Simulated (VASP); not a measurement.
Write the native input for VASP 6.6.1 that does the following.

```
Task                   : single point
Functional             : PBE
Potentials or basis    : VASP PAW PBE potentials, release 64 (Be, Ag)
Cutoff                 : 520 eV
k mesh                 : 4 × 4 × 4
Occupations            : fermi-dirac, width 0.1327 eV
Spin                   : no spin polarisation
Dipole correction      : no
Further INCAR settings : LREAL = Auto; ALGO = Fast; EDIFF = 1e-06; NBANDS = 58
```

The structure of Be3Ag lies in POSCAR:

```
Be3Ag
1.0
    5.9946500000      0.0085350000     -0.1640780000
    0.0085350000      5.8394660000      0.0032650000
   -0.1640780000      0.0032650000      6.0504030000
Be Ag
15 5
Direct
    0.6592662020      0.5334537617      0.7613427483
    0.6235588173      0.1826418433      0.8162378434
    0.4648314881      0.8252020611      0.5247972493
    0.4238710628      0.6107540917      0.1731940511
    0.6874669891      0.3377699552      0.1186149667
    0.0266566079      0.4176263383      0.2996426916
    0.9477075985      0.3408261052      0.6674149775
    0.3395380807      0.4834607309      0.5750136868
    0.5522996832      0.9923865289      0.1067270498
    0.9478475001      0.1324187263      0.9915459523
    0.1723938384      0.9392980144      0.2117667825
    0.1655548096      0.0657486465      0.5343379047
    0.7451735344      0.5961566082      0.4055859013
    0.0975942483      0.7222704947      0.4844174368
    0.8954632158      0.0508356734      0.3530223459
    0.2813680893      0.2991607454      0.9300909765
    0.8099604877      0.8885472371      0.6814007314
    0.2759086284      0.7848252568      0.8689019488
    0.8583522740      0.6956256968      0.0862590820
    0.5247596684      0.2140588992      0.4198227827
```

The cell was built by a generator and needn't be a form met in nature.

One way to write it, as run:

INCAR

```
  PREC = Accurate
  ENCUT = 520
  EDIFF = 1E-6
  ISMEAR = -1
  SIGMA = 0.1327
  LREAL = Auto
  LASPH = True
  NELM = 100
  ALGO = Fast
  ISIF = 2
  LWAVE = False
  LCHARG = False
  GGA = PE
  NBANDS = 58
```

KPOINTS

```
Automatic mesh
0
Gamma
  4 4 4
```

Potentials or basis: VASP PAW PBE potentials, release 64 (Be, Ag).

Run with:

```bash
$ cat potpaw_PBE.64/Be/POTCAR potpaw_PBE.64/Ag/POTCAR > POTCAR
$ mpirun -np 1 vasp_std > vasp.out
```

It gave:

The pressure is 7.1 GPa, the largest force is 2.364 eV/Å and the band gap on the k mesh is none (metal or under the smearing width).

Wall time 12 min on 1 thread of Intel(R) Xeon(R) Platinum 8488C (Sapphire Rapids), with other jobs on the host, peak memory 0.48 GiB.
